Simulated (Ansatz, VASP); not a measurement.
## Two plane-wave programs on HfTi2B6

```
Hf Ti B
1.0
     0.00000    4.07139    4.07139
     4.07139    0.00000    4.07139
     4.07139    4.07139    0.00000
Hf Ti B
1 2 6
Direct
  0.50000 0.50000 0.50000
  0.75000 0.75000 0.75000
  0.25000 0.25000 0.25000
  0.00000 0.00000 0.50000
  0.50000 0.50000 0.00000
  0.00000 0.50000 0.00000
  0.50000 0.00000 0.00000
  0.50000 0.00000 0.50000
  0.00000 0.50000 0.50000
```

Change from the starting cell: species swapped into the NaW2O6 type (Fm-3m, No. 225).

Alike in both runs: functional PBE; k mesh 8 × 8 × 8; occupations gaussian, width 0.1 eV; no spin polarisation.

Ansatz relaxed the structure, and its values are those at the end. VASP's run is a single point on that final structure, the one shown.

```csv
,VASP,Ansatz
version,VASP 6.6.1,Ansatz 0.2.0
potentials or method,"VASP PAW PBE potentials, release 64 (Hf_pv, Ti_sv, B)","scalar-relativistic, plane waves, PAW"
plane-wave cutoff (eV),520,420
valence electrons in the cell,52,68
```

```tsv
	VASP	Ansatz	Ansatz less VASP
gap on the k mesh at the Fermi level (eV)	none	none	-
pressure (GPa)	-0.4	0.0	+0.40
```

A gap of «none» marks a metal or a gap that the smearing closes. The two sets of potentials don't hold the same shells in valence.

The runs have no spin-orbit coupling, so splittings on Hf are missing.
